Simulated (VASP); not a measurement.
LiBe2 under changes of volume

One of the cells (9.566 Å³/atom); the others are scaled copies at fixed shape and fractional positions:

```
CELL_PARAMETERS angstrom
3.86937 0.00000 0.00000
-1.93469 3.35098 0.00000
0.00000 0.00000 2.21319
ATOMIC_POSITIONS crystal
Li 0.00000 0.00000 0.00000
Be 0.66667 0.33333 0.70984
Be 0.33333 0.66667 0.29016
```

The cell was built by a generator and needn't be a form met in nature.

- Program: VASP 6.6.1
- Functional: PBE
- Potentials or basis: VASP PAW PBE potentials, release 64 (Li_sv, Be)
- Cutoff: 520 eV
- k mesh: 8 × 8 × 12
- Occupations: fermi-dirac, width 0.05 eV
- Spin: no spin polarisation

```tsv
volume (Å³/atom)	energy over the lowest point (meV/atom)	largest force (eV/Å)
8.815	8.68	0.016
9.003	3.46	0.011
9.190	?	?
9.566	0.00	0.002
9.753	2.37	0.006
9.941	6.25	0.010
```

**Question.** What does the run at 9.190 Å³/atom give?

**Answer.** Energy over the lowest point 0.39 meV/atom; largest force 0.006 eV/Å.

Worked out: A Birch-Murnaghan fit of order 3 (a polynomial in V^(-2/3)) to the other rows has its minimum at 9.40 Å³/atom with B0 = V·E''(V) = 77 GPa and B' = 3.3 at fixed shape and positions, which overstates the stiffness. It gives 0.40 meV/atom at 9.190 Å³/atom, against the run's 0.39.

Energies are extrapolated to zero smearing.

Caveats: the cutoff is under 1.25 times the usual one of these potentials, so pressure, stress and relaxed cells hold a basis-set (Pulay) error.
